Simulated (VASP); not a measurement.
Consider the following.

```xyz
2
Lattice="2.9407 0.0000 0.0000 0.0000 2.9407 0.0000 0.0000 0.0000 2.9407" Properties=species:S:1:pos:R:3 pbc="T T T"
Al     1.4704     1.4704     1.4704
Ru     0.0000     0.0000     0.0000
```

All values below come from optB88-vdW, VASP's PBE PAW potentials (set 64) (plane waves; VASP 6.6.1). Settings: 520 eV cut-off, 12×12×12 Γ-centred mesh, first-order Methfessel-Paxton smearing of 0.10 eV, potentials Al Ru_pv.

Q: Predict the energy per atom (σ→0), pressure, band gap (on the k-mesh) with the smallest direct gap where there is one.

A: 
- band gap (on the k-mesh): none (metal, semimetal or under 0.01 eV)
- energy per atom (σ→0): -4.742 eV/atom
- pressure: 14.26 GPa

The absolute energy has meaning only against runs of the same code, potentials and settings.

The compound is RuAl in the CsCl type structure. This cell is one point of a volume scan, at 0.94 of the reference volume. The electron count is odd and the run is not spin-polarised, which forces a metal.
